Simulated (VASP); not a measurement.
Given:

```
Ho
1.0
    1.78092    -3.08464     0.00000
    1.78092     3.08464     0.00000
    0.00000     0.00000     5.45736
Ho
2
Direct
  0.33333   0.66667   0.25000
  0.66667   0.33333   0.75000
```

Level of theory: PBE GGA with D3 dispersion (zero damping), VASP's PBE PAW potentials (set 64) (plane waves; VASP). Settings: 520 eV cut-off, 11×11×6 Γ-centred mesh, first-order Methfessel-Paxton smearing of 0.10 eV, potentials Ho_3.

The 4f electrons are frozen in the core of the lanthanide potential, so 4f levels, which can set the real gap, and their magnetism are missing.

Question: What does the run give for the energy per atom (σ→0), band gap (on the k-mesh) with the smallest direct gap where there is one?

Answer: 
```yaml
band gap (on the k-mesh): none (metal, semimetal or under 0.01 eV)
energy per atom (σ→0): -4.825 eV/atom
```

The compound is Ho in the hcp structure. It was relaxed first. The start is the result of an earlier pass.
